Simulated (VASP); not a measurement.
Input:

```
SnTe
1.0
    0.00000     3.20388     3.20388
    3.20388     0.00000     3.20388
    3.20388     3.20388     0.00000
Sn Te
1 1
Direct
  0.00000   0.00000   0.00000
  0.50000   0.50000   0.50000
```

All values below come from PW91 GGA, VASP's PBE PAW potentials (set 64) (plane waves; VASP). Run with 520 eV cut-off, 7×7×7 Γ-centred mesh, Gaussian smearing of 0.050 eV, potentials Sn_d Te.

Question: What does the run give for the energy per atom (σ→0)?

Answer: 
energy per atom (σ→0): -3.811 eV/atom

The absolute energy has meaning only against runs of the same code, potentials and settings.

The compound is SnTe in the rock salt structure, which distorts at low temperature. It was relaxed first.
